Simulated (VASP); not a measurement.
A VASP calculation is set up with these files.

INCAR:
```
# general
SYSTEM = Na2S
PREC   = Accurate
ENCUT  = 400
LREAL  = .FALSE.
LASPH  = .TRUE.

# electronic loop
EDIFF  = 1E-6
NELM   = 100
ALGO   = Normal

# smearing
ISMEAR = 0
SIGMA  = 0.05

# functional
GGA    = PE

# ions
IBRION = 2
NSW    = 60
ISIF   = 3
EDIFFG = -0.01

# output
LWAVE  = .FALSE.
LCHARG = .FALSE.
```

### POSCAR
```
Na2S
1.0
  0.0000000000   3.2700000000   3.2700000000
  3.2700000000   0.0000000000   3.2700000000
  3.2700000000   3.2700000000   0.0000000000
Na S
2 1
Cartesian
  1.6350000000   1.6350000000   1.6350000000
  4.9050000000   4.9050000000   4.9050000000
  0.0000000000   0.0000000000   0.0000000000
```

### KPOINTS
```
Automatic mesh
0
Gamma
6 6 6
0 0 0
```

POTCAR, in this order: Na_pv S (PBE.64 set). Program: vasp_std.

Q: Write an equivalent input for Quantum ESPRESSO's pw.x.

A: One equivalent input (not run):
```
&CONTROL
  calculation = 'vc-relax'
  pseudo_dir = './pseudo'
  outdir = './out'
  tprnfor = .true.
  tstress = .true.
  nstep = 60
  forc_conv_thr = 0.00039
/
&SYSTEM
  ibrav = 0
  nat = 3
  ntyp = 2
  ecutwfc = 88
  occupations = 'smearing'
  smearing = 'gaussian'
  degauss = 0.003675
  input_dft = 'pbe'
/
&ELECTRONS
  conv_thr = 7.3e-08
  electron_maxstep = 100
/
&IONS
/
&CELL
/
ATOMIC_SPECIES
  Na 22.990 Na.upf
  S 32.060 S.upf
CELL_PARAMETERS angstrom
     0.0000000    3.2700000    3.2700000
     3.2700000    0.0000000    3.2700000
     3.2700000    3.2700000    0.0000000
ATOMIC_POSITIONS crystal
  Na   0.2500000  0.2500000  0.2500000
  Na   0.7500000  0.7500000  0.7500000
  S    0.0000000  0.0000000  0.0000000
K_POINTS automatic
  6 6 6 0 0 0
```
What does not carry over: the potentials are each code's own (VASP's PAW set, PseudoDojo norm-conserving files in pw.x), so ENCUT and ecutwfc are chosen apart and not converted; conv_thr bounds pw.x's estimated SCF error, while EDIFF bounds the energy change between steps; forc_conv_thr acts on force components and is met together with etot_conv_thr.

The compound is Na2S in the antifluorite structure. This run relaxes it. Symmetry was kept, so distortions that lower it aren't found.
